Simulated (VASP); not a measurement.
Shape and ions are relaxed at each volume.

Given:

```cif
data_Cd2S2
_chemical_formula_sum 'Cd2 S2'
_space_group_name_H-M_alt 'P 1'
_space_group_IT_number 1
_cell_length_a 4.14864
_cell_length_b 4.14864
_cell_length_c 6.74201
_cell_angle_alpha 90.000
_cell_angle_beta 90.000
_cell_angle_gamma 120.000
loop_
_space_group_symop_operation_xyz
  'x, y, z'
loop_
_atom_site_label
_atom_site_type_symbol
_atom_site_fract_x
_atom_site_fract_y
_atom_site_fract_z
_atom_site_occupancy
Cd1 Cd 0.66667 0.33333 0.50001 1
Cd2 Cd 0.33333 0.66667 0.00001 1
S1 S 0.66667 0.33333 0.87699 1
S2 S 0.33333 0.66667 0.37699 1
```

All values below come from AM05 GGA, VASP's PBE PAW potentials (set 64) (plane waves; VASP). Numerical set-up: 520 eV cut-off, 6×6×4 Γ-centred mesh, Gaussian smearing of 0.050 eV, potentials Cd S.

Give the energy at these volumes per atom, relative to the lowest: 23.58, 24.34, 25.09, 25.84, 26.59 Å³.

19.2, 4.7, 0.0, 3.5, 14.0 meV/atom. A third-order Birch-Murnaghan fit gives B0 = 57.9 GPa and B0′ = 4.6.

Measured: bulk modulus 60.7 GPa (computed value off by -4.6 %), as given by Cormac Toher et al., Physical Review Materials (2017), arXiv:1611.05714. The calculation is for a static lattice, while the measured bulk modulus holds thermal and zero-point effects, which are part of the difference.

The compound is CdS in the wurtzite structure. It was relaxed first.
